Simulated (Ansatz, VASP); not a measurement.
# Mg6B50O81 (glassy 81B2O3-19MgO (mol %)): VASP beside Ansatz, part 2 of 2

Aim: how closely do two programs agree when they are given the same cell, functional and k mesh? Of the first pair: The structure shown is the start of the Ansatz relaxation below; VASP solves that cell, so the two are compared at the walk's first step.

VASP 6.6.1 and Ansatz 0.2.0.

So far. Step 3 (VASP: single point, PBEsol, start cell, pair 1): The run ends at a pressure of 0.12 GPa, with forces up to 0.64 eV/Å.

## (5) Ansatz: relaxation, PBEsol

Level of this step: Ansatz beside VASP: Kohn-Sham DFT, plane waves, PBEsol (Ansatz).

This run makes the geometry at which the two programs are then compared.

The structure compared here is the end of the Ansatz relaxation.

input.yaml

```yaml
crystal:
  lattice:
    - [11.46021, 0.01108, 0.14117]
    - [0.00989, 11.34106, 0.24868]
    - [0.14366, 0.25009, 10.99853]
  atoms:
    - { symbol: B, position: [0.60087, 0.45238, 0.2941] }
    - { symbol: B, position: [0.46539, 0.99244, 0.52413] }
    - { symbol: B, position: [0.09752, 0.65024, 0.23861] }
    - { symbol: B, position: [0.19347, 0.48437, 0.65721] }
    - { symbol: B, position: [0.61135, 0.94332, 0.70666] }
    - { symbol: B, position: [0.24491, 0.16283, 0.41547] }
    - { symbol: B, position: [0.65597, 0.24027, 0.29177] }
    - { symbol: B, position: [0.42172, 0.6736, 0.35443] }
    - { symbol: B, position: [0.94398, 0.5335, 0.39333] }
    - { symbol: B, position: [0.33201, 0.6593, 0.66285] }
    - { symbol: B, position: [0.46271, 0.95539, 0.09358] }
    - { symbol: B, position: [0.28279, 0.99935, 0.20743] }
    - { symbol: B, position: [0.15376, 0.02721, 0.03851] }
    - { symbol: B, position: [0.07443, 0.23806, 0.29355] }
    - { symbol: B, position: [0.7147, 0.57396, 0.63667] }
    - { symbol: B, position: [0.9599, 0.57615, 0.76847] }
    - { symbol: B, position: [0.72136, 0.58824, 0.41547] }
    - { symbol: B, position: [0.71251, 0.61494, 0.06752] }
    - { symbol: B, position: [0.23321, 0.02868, 0.79826] }
    - { symbol: B, position: [0.85366, 0.22963, 0.22367] }
    - { symbol: B, position: [0.90384, 0.37109, 0.04346] }
    - { symbol: B, position: [0.87322, 0.87632, 0.45852] }
    - { symbol: B, position: [0.9354, 0.58213, 0.10924] }
    - { symbol: B, position: [0.43793, 0.40092, 0.14051] }
    - { symbol: B, position: [0.89111, 0.2362, 0.66626] }
    - { symbol: B, position: [0.2937, 0.19161, 0.64499] }
    - { symbol: B, position: [0.43556, 0.94459, 0.86694] }
    - { symbol: B, position: [0.96308, 0.90283, 0.05415] }
    - { symbol: B, position: [0.46247, 0.14986, 0.36589] }
    - { symbol: B, position: [0.92786, 0.35901, 0.85355] }
[... 101 atom lines left out ...]
    - { symbol: O, position: [0.13565, 0.33691, 0.24175] }
    - { symbol: O, position: [0.83291, 0.57949, 0.37853] }
    - { symbol: O, position: [0.3985, 0.97034, 0.19997] }
    - { symbol: O, position: [0.05262, 0.97636, 0.08407] }
    - { symbol: O, position: [0.55059, 0.98467, 0.81063] }
    - { symbol: O, position: [0.42381, 0.60955, 0.92792] }
kpoints:
  mp_grid: { grid: [1, 1, 1] }
hamiltonian:
  xc: pbesol
scf:
  occupations: { method: gaussian, width: 0.05 }
output:
  forces: true
  eigenvalues: true
  stress: true
relax:
  f_tol: 0.05
  max_steps: 70
```

Started as:

```bash
$ ansatz run input.yaml --threads 4 --pin off --max-ram 8192MiB --backend cpu --events-out ev --progress --plain --runs-dir out
```

Numbers of over 12 decimals in the logs are rounded to 6 here.

Log:

```text
[...]
Crystal: 137 atoms, lattice volume = 1428.546 Å³
Basis set: ecut = 420 eV, 27889 PW (Γ), exchange–correlation on 160×160×150 points (8 copies of the dense FFT grid, shifted against one another)
Bands: 485, of which v1, the nominal top of the filled ones, is band 348 counted from 1 (347 counted from 0)
Symmetry: 1 space group operations
[...]
k-points: 1
[...]
- { symbol: O, position: [0.112395, 0.772196, 0.269732] }
    - { symbol: O, position: [0.860827, 0.899882, 0.118333] }
    - { symbol: O, position: [0.671124, 0.356072, 0.315328] }
    - { symbol: O, position: [0.945836, 0.434032, 0.469803] }
    - { symbol: O, position: [0.480756, 0.229075, 0.885848] }
    - { symbol: O, position: [0.874507, 0.899280, 0.335141] }
    - { symbol: O, position: [0.020557, 0.831122, 0.674645] }
[...]
- { symbol: O, position: [0.396266, 0.970520, 0.199805] }
    - { symbol: O, position: [0.050548, 0.978312, 0.081102] }
    - { symbol: O, position: [0.551794, 0.983061, 0.811851] }
    - { symbol: O, position: [0.422669, 0.609666, 0.929023] }
```

## (6) VASP: single point, PBEsol, relaxed cell, pair 2

The same cell, functional, mesh and smearing now go to VASP, with its own data sets.

INCAR

```
SYSTEM = Mg6B50O81
PREC = Accurate
ENCUT = 600
EDIFF = 1E-06
NELM = 120
ISMEAR = 0
SIGMA = 0.05
LREAL = Auto
ALGO = Normal
GGA = PS
NBANDS = 419
LORBIT = 11
LWAVE = .FALSE.
LCHARG = .FALSE.
ISIF = 2
LASPH = .TRUE.
GGA_COMPAT = .FALSE.
EFERMI = MIDGAP
```

POSCAR

```
Mg6B50O81
1.0
   11.4602100000      0.0110800000      0.1411700000
    0.0098900000     11.3410600000      0.2486800000
    0.1436600000      0.2500900000     10.9985300000
B Mg O
50 6 81
Direct
    0.5994300000      0.4512400000      0.2966100000
    0.4643100000      0.9918600000      0.5233600000
    0.0961500000      0.6511000000      0.2391800000
    0.1943300000      0.4842100000      0.6562800000
    0.6118100000      0.9426400000      0.7064600000
    0.2462500000      0.1642100000      0.4146100000
    0.6568300000      0.2387300000      0.2911700000
    0.4201000000      0.6733500000      0.3556900000
    0.9436600000      0.5348900000      0.3931700000
    0.3308400000      0.6589100000      0.6617400000
    0.4623100000      0.9566400000      0.0944000000
    0.2798400000      0.9992800000      0.2056800000
    0.1516500000      0.0279900000      0.0362400000
    0.0751200000      0.2399700000      0.2929400000
    0.7142100000      0.5731600000      0.6376600000
    0.9617700000      0.5759100000      0.7686400000
    0.7202900000      0.5879400000      0.4158700000
    0.7117100000      0.6150500000      0.0679200000
    0.2334400000      0.0282900000      0.7970800000
    0.8547900000      0.2306800000      0.2218700000
    0.9044500000      0.3719900000      0.0423300000
    0.8743700000      0.8766400000      0.4578500000
    0.9353000000      0.5825500000      0.1085300000
    0.4377900000      0.4013600000      0.1425200000
    0.8908800000      0.2361300000      0.6659100000
    0.2933900000      0.1913000000      0.6450900000
    0.4369200000      0.9442500000      0.8677700000
    0.9626100000      0.9039600000      0.0529200000
    0.4632700000      0.1496600000      0.3647200000
    0.9280700000      0.3591900000      0.8527500000
[... 101 atom lines left out ...]
    0.1358300000      0.3379000000      0.2411700000
    0.8316900000      0.5808300000      0.3769000000
    0.3962700000      0.9705200000      0.1998100000
    0.0505500000      0.9783100000      0.0811000000
    0.5517900000      0.9830600000      0.8118500000
    0.4226700000      0.6096700000      0.9290200000
```

KPOINTS

```
Automatic mesh
0
Gamma
1 1 1
0 0 0
```

Potentials, in the order of the species: B, Mg and O (PBE family, release 64).

Started as:

```bash
$ export OMP_NUM_THREADS=3
$ mpirun -np 1 vasp_gam
```

Log:

```text
[banner, memory and clock lines left out]
running    1 mpi-ranks, on    1 nodes
[...]
Offloading initialized ...    1 GPUs detected
[...]
[... a notice as in an earlier step ...]

 LDA part: xc-table for (Slater+PW92), standard interpolation
 POSCAR, INCAR and KPOINTS ok, starting setup
[...]
entering main loop
       N       E                     dE             d eps       ncg     rms          rms(c)
DAV:   1     0.635987585422E+04    0.63599E+04   -0.42802E+05   846   0.173E+03
DAV:   2    -0.660739020956E+03   -0.70206E+04   -0.67283E+04  1025   0.415E+02
DAV:   3    -0.119643292461E+04   -0.53569E+03   -0.53085E+03   972   0.119E+02
DAV:   4    -0.120672047190E+04   -0.10288E+02   -0.10253E+02   980   0.176E+01
[...]
DAV:  16    -0.111006696202E+04    0.45703E-05   -0.13114E-04   948   0.315E-02    0.132E-02
DAV:  17    -0.111006696593E+04   -0.39155E-05   -0.37315E-05   940   0.165E-02    0.837E-03
DAV:  18    -0.111006696502E+04    0.90738E-06   -0.88156E-06   956   0.846E-03
   1 F= -.11100670E+04 E0= -.11100670E+04  d E =0.000000E+00
```

From OUTCAR (step 6):

```text
  FREE ENERGIE OF THE ION-ELECTRON SYSTEM (eV)
  ---------------------------------------------------
  free  energy   TOTEN  =     -1110.0669650236 eV

  energy  without entropy=    -1110.0669650236  energy(sigma->0) =    -1110.06696502

[... 1 part as in an earlier step ...]
```

The run ends at a pressure of -0.03 GPa, with forces up to 0.13 eV/Å.

## (7) Side by side

What differs besides the data sets and the points named for the pairs above, as far as they apply: the data sets hold 696 valence electrons in Ansatz (on its default PAW (the set named soft_2) files) and 648 in VASP; the cutoff is 420 eV in Ansatz and 600 eV in VASP (PREC = Accurate, projectors in real space). Total energies have different zeros and are not compared.

Both answers:

| quantity | Ansatz | VASP | difference |
| --- | --- | --- | --- |
| pressure (GPa) | -0.10 | -0.03 | -0.06 |
| gap on the k mesh (eV) | 4.571 | 4.533 | +0.038 |

Forces on 7 of the 137 atoms, those with the largest forces and the largest differences (eV/Å; atoms numbered as in POSCAR):

| atom | Ansatz x, y, z | VASP x, y, z |
| --- | --- | --- |
| B14 | -0.002, -0.027, -0.011 | -0.067, -0.072, 0.000 |
| O62 | -0.002, 0.001, 0.001 | -0.032, -0.097, -0.018 |
| O107 | 0.001, -0.017, 0.014 | -0.046, 0.093, 0.068 |
| O117 | 0.003, -0.007, 0.008 | 0.041, -0.084, 0.091 |
| O121 | -0.002, 0.005, -0.006 | 0.052, 0.070, 0.090 |
| O123 | -0.013, 0.017, 0.013 | 0.015, -0.078, 0.079 |
| O126 | 0.008, 0.000, 0.001 | 0.115, -0.027, 0.017 |

The forces differ by 28 meV/Å r.m.s., where the r.m.s. force is 0.008 eV/Å in Ansatz and 0.028 eV/Å in VASP: the atoms lie near their places of rest in Ansatz, so a percentage would say little (all taken over all components). A gap on the mesh is an upper bound, since the band edges may lie between its points.

## (8) Results

| Property | Result |
| --- | --- |
| r.m.s. force difference (single point, PBEsol, start cell, pair 1) | 28 meV/Å |
| r.m.s. force difference (single point, PBEsol, relaxed cell, pair 2) | 28 meV/Å |

**Reading.** The r.m.s. force difference is 28 meV/Å (single point, PBEsol, start cell, pair 1), beyond the 12 meV/Å picked in this series as the mark of a large difference. The data sets hold unlike numbers of valence electrons (696 in Ansatz and 648 in VASP), so part of the differences comes from the potentials. What causes the difference of the single point, PBEsol, start cell, pair 1 pair stays open here. What causes the difference of the single point, PBEsol, relaxed cell, pair 2 pair stays open here. How closely two codes agree says nothing of how well the functional describes the real material.

[Lines on the potential files, build, host, timing and source positions are cut from VASP's logs without a mark.]

[Logs are printed without paths, hosts, clocks, repeated set-up lines and the standing remarks that a program may print on its own settings, such as how far it seeks lower states.]

[Hosts, paths, dates, database ids (printed as entryN), source tags and the programs' standing remarks are cut or masked in the printed files.]
